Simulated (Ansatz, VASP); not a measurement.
# PtSe2 (Sudovikovite): VASP beside Ansatz, part 2 of 2

Wanted: the spread between two codes on one cell, functional and k mesh. The cell is taken from a series of runs on this material, whose earlier steps may have relaxed, scaled, displaced or heated it; both programs get it as it stands.

VASP 6.6.1 and Ansatz 0.2.0.

So far: Starting point; VASP: zone-centre phonons, PBEsol with D3(BJ).

### 3. Ansatz: zone-centre phonons, PBEsol with D3(BJ)

Level of this step: Ansatz beside VASP: Kohn-Sham DFT, plane waves, PBEsol with D3(BJ) (Ansatz).

Ansatz runs on its PAW soft_1 files.

The same cell, functional, mesh and smearing now go to Ansatz, which takes its cutoff from its data sets.

File input.yaml:

```yaml
crystal:
  lattice:
    - [3.7162490487, 0.0, 0.0]
    - [-1.8581245243, 3.2183660829, 0.0]
    - [0.0, 0.0, 4.4997007318]
  atoms:
    - { symbol: Se, position: [0.3333333333, 0.6666666667, 0.2782625837] }
    - { symbol: Se, position: [0.6666666667, 0.3333333333, 0.7217374163] }
    - { symbol: Pt, position: [0.0, 0.0, 0.0] }
kpoints:
  mp_grid: { grid: [15, 15, 8] }
hamiltonian:
  xc: pbesol
  dispersion: d3bj
  pseudopotentials: { kind: paw, azcp: { folder: soft_1 }, xc_functional: pbe }
scf:
  occupations: { method: methfessel_paxton, width: 0.2 }
output:
  eigenvalues: true
phonons:
  method: dfpt
```

Started as:

```console
$ ansatz run input.yaml --threads 4 --pin off --max-ram 10240MiB --backend cpu --events-out ev --progress --plain --runs-dir out
```

Numbers of over 12 decimals in the logs are rounded to 6 here.

The log of the run:

```text
Engine: ansatz 0.2.0, aarch64-unknown-linux-gnu
Pseudopotentials: kind: paw
Pseudopotential: Se, paw, valence charge 16, recommended cutoff 420 eV (normal), soft_1/Se.paw.azcp
Pseudopotential: Pt, paw, valence charge 18, recommended cutoff 420 eV (normal), soft_1/Pt.paw.azcp
Functional definition: PBEsol
  exchange = pbesol_x
  correlation = pbesol_c
Crystal: 3 atoms, lattice volume = 53.818 Å³
Basis set: ecut = 420 eV, 1047 PW (Γ), exchange–correlation on 50×50×64 points (8 copies of the dense FFT grid, shifted against one another)
Bands: 30, of which v1, the nominal top of the filled ones, is band 25 counted from 1 (24 counted from 0)
Symmetry: 12 space group operations
k-points: 488 of 1800 (irreducible under 2 space group operations, time reversal used)
Non-local potential: Se, projectors of the file, l = 0: 2, l = 1: 2, l = 2: 3, l = 3: 1
Non-local potential: Pt, projectors of the file, l = 0: 3, l = 1: 2, l = 2: 2, l = 3: 1
PAW form: soft (Blöchl's): semilocal exchange-correlation on the pseudo side does not see the compensation charge
PAW frozen core: Se, regenerated for the run's functional, and the local potential with it (the file was generated under x = pbe(κ = 0.804, μ = 0.219515), c = pbe(β = 0.066725))
PAW frozen core: Pt, regenerated for the run's functional, and the local potential with it (the file was generated under x = pbe(κ = 0.804, μ = 0.219515), c = pbe(β = 0.066725))
PAW one-centre angular grid: Se, 590 points (default); XC on 64 Gauss nodes
PAW one-centre angular grid: Pt, 590 points (default); XC on 64 Gauss nodes
Initial density: superposition of atomic densities (chi_scale 0.1, normalization cell, long waves kept (reshape's long-wave potential 0.00 eV rms))
Initial wavefunctions: pseudopotential atomic-orbital guess
Functional: x = pbesol(κ = 0.804, μ = 0.123457), c = pbesol(β = 0.046)
SCF iter   1: F=—  HF=-23236.581046 eV  |F-HF|=—  |Δ(HF+E_count)|=         —  Δρ=5.13e-2  dr2=7.07e-1  ethr=3.10e-3  ⟨swp⟩=4.9  Hψ=53257  notcnv=0
preconditioner: auto → Kerker (q_TF=auto, 2.695 Å⁻¹)  [metal: Δε(μ)=0.065 eV  Ē_g=10.511 eV  σ=0.200 eV  W_gap=0.26  n_scr=20 (ndim 8)  ℏωp=23.7 eV  f_vac=0.000  D(μ)=0.40/eV (n_scr^D=0)]
SCF iter   2: F=—  HF=-23236.436109 eV  |F-HF|=—  |Δ(HF+E_count)|=   1.45e-1  S|Δr|=    0.00e0  Δρ=2.60e-2  dr2=2.04e-1  ethr=1.41e-3  ⟨swp⟩=2.0  Hψ=20639  notcnv=0  defer=167
SCF iter   3: F=—  HF=-23236.386624 eV  |F-HF|=—  |Δ(HF+E_count)|=   4.95e-2  S|Δr|=    0.00e0  Δρ=8.11e-3  dr2=2.97e-2  ethr=4.08e-4  ⟨swp⟩=2.0  Hψ=16749  notcnv=0  defer=167
SCF iter   4: F=—  HF=-23236.379640 eV  |F-HF|=—  |Δ(HF+E_count)|=   6.98e-3  S|Δr|=    0.00e0  Δρ=1.29e-3  dr2=1.70e-3  ethr=5.93e-5  ⟨swp⟩=3.0  Hψ=26984  notcnv=0  defer=167
SCF iter   5: F=—  HF=-23236.379438 eV  |F-HF|=—  |Δ(HF+E_count)|=   2.02e-4  S|Δr|=    0.00e0  Δρ=6.54e-4  dr2=3.87e-4  ethr=3.40e-6  ⟨swp⟩=2.0  Hψ=24737  notcnv=0  defer=167
SCF iter   6: F=—  HF=-23236.379270 eV  |F-HF|=—  |Δ(HF+E_count)|=   1.69e-4  S|Δr|=    0.00e0  Δρ=2.33e-4  dr2=5.36e-5  ethr=7.73e-7  ⟨swp⟩=2.0  Hψ=24728  notcnv=0  defer=167
SCF iter   7: F=—  HF=-23236.379271 eV  |F-HF|=—  |Δ(HF+E_count)|=   1.13e-6  S|Δr|=    0.00e0  Δρ=4.77e-5  dr2=1.70e-6  ethr=1.07e-7  ⟨swp⟩=3.0  Hψ=25657  notcnv=0  defer=167
SCF iter   8: F=—  HF=-23236.379272 eV  |F-HF|=—  |Δ(HF+E_count)|=   1.58e-6  S|Δr|=    0.00e0  Δρ=1.99e-5  dr2=3.04e-7  ethr=3.40e-9  ⟨swp⟩=2.0  Hψ=25203  notcnv=0  defer=167
SCF iter   9: F=—  HF=-23236.379272 eV  |F-HF|=—  |Δ(HF+E_count)|=   1.15e-8  S|Δr|=    0.00e0  Δρ=7.46e-6  dr2=3.52e-8  ethr=6.08e-10  ⟨swp⟩=2.0  Hψ=19731  notcnv=0  defer=167
SCF iter  10: F=—  HF=-23236.379272 eV  |F-HF|=—  |Δ(HF+E_count)|=   1.30e-9  S|Δr|=    0.00e0  Δρ=2.92e-6  dr2=3.81e-9  ethr=7.05e-11  ⟨swp⟩=2.1  Hψ=19802  notcnv=0  defer=167
SCF iter  11: F=—  HF=-23236.379272 eV  |F-HF|=—  |Δ(HF+E_count)|=  3.35e-10  S|Δr|=    0.00e0  Δρ=6.32e-7  dr2=2.08e-10  ethr=7.61e-12  ⟨swp⟩=2.7  Hψ=25577  notcnv=0  defer=167
SCF iter  12: F=—  HF=-23236.379272 eV  |F-HF|=—  |Δ(HF+E_count)|=  1.60e-10  S|Δr|=    0.00e0  Δρ=3.37e-7  dr2=3.63e-11  ethr=1.00e-12  ⟨swp⟩=2.2  Hψ=20574  notcnv=0  defer=167
SCF iter  13: F=-23236.379272 eV  HF=-23236.379272 eV  |F-HF|=1.46e-11  |Δ(HF+E_count)|=  1.46e-11  S|Δr|=    0.00e0  Δρ=6.18e-8  dr2=1.29e-12  ethr=1.00e-12  ⟨swp⟩=6.6  Hψ=70554  notcnv=0
the search or the solves at the SCF's close seem to have found levels that the self-consistency loop had missed (the run counts 2). By its estimate they hold under 1e-12 electrons; where the run keeps them, the occupations were computed again with them
SCF 1 converged in 13 iterations: F = -23236.379272 eV  dr2 = 1.29e-12
  greatest PAW one-centre occupation: 1.000 electrons in one spin orbital (limit 2), on the Pt atom at site 2 (counted from 0), in its partial waves of l = 0
DFPT response loops at Γ: preconditioner auto → Kerker (q_TF=auto, 2.695 Å⁻¹) (partly filled bands, converged f_vac=0.005); β = 1.00, the filter's whole step (`scf.mixing.beta` (0.50) is not read by the response loops under this deck's `scf.mixing.preconditioner`; to damp them name `kerker` or `kerker_dos`, under which they read `scf.mixing.beta`, and type it under 1.00, their step now; both keys bind the ground state too); Broyden in place of MSR1
SCF converged after 13 iterations
Stability not checked: this state was not tested for a lower state beside it, because cold or Methfessel-Paxton smearing, or corrected tetrahedra, fill the levels in a way that the test cannot read (fill_not_monotonic; see scf.lower_state_search)
Free energy (F): -23236.379272 eV
Harris-Foulkes:  -23236.379272 eV  (|F-HF|=1.46e-11)
Internal energy: -23236.381514 eV  (E = F + TS)
E sigma→0 (E₀):  -23236.379833 eV
Entropy (-TS):   0.002242 eV (0.747 meV/atom)
Fermi energy:    15.140534 eV
--- Per-component energies (eV) ---
  E_band       = -873.926828
  E_kinetic    = 822.363551
  E_local      = -6421.491977  (includes V_loc(G=0)·N_el)
  E_nonlocal   = -497.145501
  E_hartree    = 3188.814073
  E_xc         = -402.583712
  E_vxc        = -454.851569  (∫ρ·V_xc dr)
  E_paw        = -13519.437134  (= ΣΔE_a)
  E_vpaw       = -700.429875  (= ΣTr[D̂ρ^β])
  E_aug_tail   = 0.000390  (compensation charges beyond the density's cutoff)
  E_ewald      = -6407.751908
  E_disp       = -1.453232  (pairwise vdW)
  E_core_change = 2.303935  (= ΣΔE_core)
  E_smearing   = 0.002242  (= −TS)
  E_closure    = 0.000000  (closes the sum)
  Σ components = -23236.379272   (vs F -23236.379272, Δ=0.00e0)
--- Band table (eV; the first three rows and the last of 488) ---
  k-point 0: bands = [... 21 lower, 12.5931, 14.0997, 14.0997, 15.9031, 15.9031, 16.1859, 18.0567, 19.6813, ... 1 higher]
  k-point 1: bands = [... 21 lower, 12.5857, 13.8791, 13.8791, 15.7055, 16.2054, 16.2054, 18.1955, 20.2166, ... 1 higher]
  k-point 2: bands = [... 21 lower, 12.5438, 13.4669, 13.4669, 14.6846, 16.8547, 16.8547, 18.8078, 21.1668, ... 1 higher]
  k-point 487: bands = [... 21 lower, 11.6735, 11.9015, 12.5244, 13.8540, 16.1083, 16.6452, 19.8864, 21.9816, ... 1 higher]
--- Phonons (Γ-DFPT): 4 representative perturbations + reference, on 488 of 1800 k-points (Σ response iterations 12) ---
  k mesh reduced under 2 symmetry operations, with k and −k counted as one. Each operation leaves every solved perturbation unchanged. A smaller set is not used because it would not reduce the number of displacements times k-points to solve
  ASR residual: 9.907e-5 → 0.000e0 eV/Å²; symmetrization residual: 2.718e-5 eV/Å²
  pairwise dispersion correction: d3bj (s6 = 1.0, s8 = 2.9491, a1 = 0.4466, a2_bohr = 6.1742), with the weights of each atom's references fixed at the reference crystal's, and the forces and stress that the weights' published response gives there kept as a pressure on the atom's counted neighbours (hamiltonian.dispersion)
  ASR residual per site (eV/Å²): 1.16e-5 1.16e-5 9.91e-5
  Γ frequencies (cm⁻¹): 0.00 0.00 0.00 173.82 173.82 227.09 229.33 231.51 231.51
  non-analytic LO–TO correction: not included (Born effective charges unavailable; polar crystals: no LO–TO splitting at Γ)
```

### 4. Side by side

Known differences besides the potentials themselves: the data sets hold 50 valence electrons in Ansatz (on its PAW soft_1 files) and 22 in VASP; the cutoff is 420 eV in Ansatz and 500 eV in VASP; Ansatz makes its cores anew for this functional, VASP keeps those of its PBE data sets; Ansatz takes the dispersion share of the force constants at frozen C6 weights, VASP differentiates the full forces; VASP uses finite displacements, Ansatz perturbation theory. Total energies have different zeros and are not compared.

The two programs side by side:

| quantity | Ansatz | VASP | difference |
| --- | --- | --- | --- |
| optical mode 1 to 2 (cm⁻¹) | 173.8 | 174.2 | -0.20 % |
| optical mode 3 (cm⁻¹) | 227.1 | 227.7 | -0.28 % |
| optical mode 4 (cm⁻¹) | 229.3 | 229.9 | -0.25 % |
| optical mode 5 to 6 (cm⁻¹) | 231.5 | 232.6 | -0.49 % |

Modes are paired by rising frequency, not by their patterns, so a pair may set unlike modes beside each other; they are those without the splitting of longitudinal modes.

### 5. Outcome

| Quantity | Value |
| --- | --- |
| r.m.s. difference of the optical zone-centre modes, each program's sorted by frequency (zone-centre phonons, PBEsol with D3(BJ)) | 0.77 cm⁻¹ |

The r.m.s. difference of the optical zone-centre modes, each program's sorted by frequency is 0.77 cm⁻¹ (zone-centre phonons, PBEsol with D3(BJ)). The data sets hold unlike numbers of valence electrons (50 in Ansatz and 22 in VASP), so part of the differences comes from the potentials. How closely two codes agree says nothing of how well the functional describes the real material.

[Lines on the potential files, build, host, timing and source positions are cut from VASP's logs without a mark.]

[Logs are printed without paths, hosts, clocks, repeated set-up lines and the standing remarks that a program may print on its own settings, such as how far it seeks lower states.]

[Hosts, paths, dates, database ids (printed as entryN), source tags and the programs' standing remarks are cut or masked in the printed files.]
